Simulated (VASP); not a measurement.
```
NbSi
1.0
    3.00518     0.00000     0.00000
   -1.50259     2.60256     0.00000
    0.00000     0.00000     8.02946
Nb Si
2 2
Direct
  0.00000   0.00000   0.00000
  0.00000   0.00000   0.50000
  0.33333   0.66667   0.25000
  0.66667   0.33333   0.75000
```

These are PBEsol GGA, VASP's PBE PAW potentials (set 64) (plane waves; VASP) values and carry that method's errors. Numerical set-up: 400 eV cut-off, Gaussian smearing of 0.050 eV, potentials Nb_sv Si.

Give the energies of bands 9 to 20 at the high-symmetry points, in eV from the Fermi level.

```
band       Γ      M      K       A      L      H
----  ------  -----  -----  ------  -----  -----
9     -11.27  -7.72  -6.24  -10.63  -7.12  -6.18
10     -9.69  -6.05  -6.24  -10.63  -7.12  -6.18
11     -6.18  -6.04  -4.53   -4.72  -5.32  -4.27
12     -3.40  -4.40  -3.98   -4.72  -5.32  -4.27
13     -1.41  -3.98  -3.98   -1.03  -3.05  -3.66
14     -0.68  -2.72  -2.84   -1.03  -3.05  -3.66
15     -0.14  -2.68  -2.84    0.00  -1.74  -2.61
16     -0.14  -0.65  -2.16    0.00  -1.74  -2.61
17      0.15  -0.48  -0.87    0.00   0.10  -0.88
18      0.15   0.92  -0.87    0.00   0.10  -0.88
19      1.60   1.15   1.22    1.95   2.13   2.71
20      1.60   3.35   1.62    1.95   2.13   2.73
```

It has no gap at this level: it comes out as a metal or semimetal.

The structure was generated: NbSi was put into the NiAs type type (P6_3/mmc), which need not be its known phase. It was relaxed first, which changed the volume by -38 %.
